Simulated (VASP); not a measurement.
```
CELL_PARAMETERS angstrom
      0.00000     2.88360     2.88360
      2.88360     0.00000     2.88360
      2.88360     2.88360     0.00000
ATOMIC_POSITIONS crystal
  Ru 0.00000 0.00000 0.00000
  Al 0.50000 0.50000 0.50000
```

Method: PBEsol GGA, VASP's PBE PAW potentials (set 64) (plane waves; VASP). Run with 400 eV cut-off, 10×10×10 Γ-centred mesh, first-order Methfessel-Paxton smearing of 0.10 eV, potentials Ru_pv Al.

Energy and stress use the plane-wave basis of the starting cell.

Q: The ions, cell shape and volume are relaxed. Give the cell that the relaxation ends in.

A: 
```
CELL_PARAMETERS angstrom
      0.00000     2.46552     2.46552
      2.46552     0.00000     2.46552
      2.46552     2.46552     0.00000
ATOMIC_POSITIONS crystal
  Ru 0.00000 0.00000 0.00000
  Al 0.50000 0.50000 0.50000
```
Space group Fm-3m (225), at a tolerance of 0.03 Å.

Q: How do energy and volume change from the first to the last step?

A: The energy (σ→0) changes by -1130.5 meV/atom and the volume by -37.5 %, in 6 ionic steps.

The structure was generated: RuAl was put into the rock salt type (Fm-3m), which need not be its known phase. This run relaxes it. Symmetry was kept, so distortions that lower it aren't found. The electron count is odd and the run is not spin-polarised, which forces a metal.
